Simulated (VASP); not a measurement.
```
AlFe
1.0
    2.88918     0.00000     0.00000
    0.00000     2.88918     0.00000
    0.00000     0.00000     2.88918
Al Fe
1 1
Cartesian
  1.44459   1.44459   1.44459
  0.00000   0.00000   0.00000
```

The numbers are results of RPBE GGA, VASP's PBE PAW potentials (set 64) (plane waves; VASP 6.6.1), not measurements. Settings: 520 eV cut-off, 14×14×14 Γ-centred mesh, tetrahedra with Blöchl corrections, potentials Al Fe.

Q: Estimate the energy per atom (σ→0), band gap (on the k-mesh) with the smallest direct gap where there is one.

A: 
```yaml
band gap (on the k-mesh): none (metal, semimetal or under 0.01 eV)
energy per atom (σ→0): -5.903 eV/atom
```

Total energies compare only between runs with the same potentials, cut-off and functional.

The compound is FeAl in the CsCl type structure. It was relaxed first. The run is not spin-polarised, so no magnetic state was tried. The electron count is odd and the run is not spin-polarised, which forces a metal.
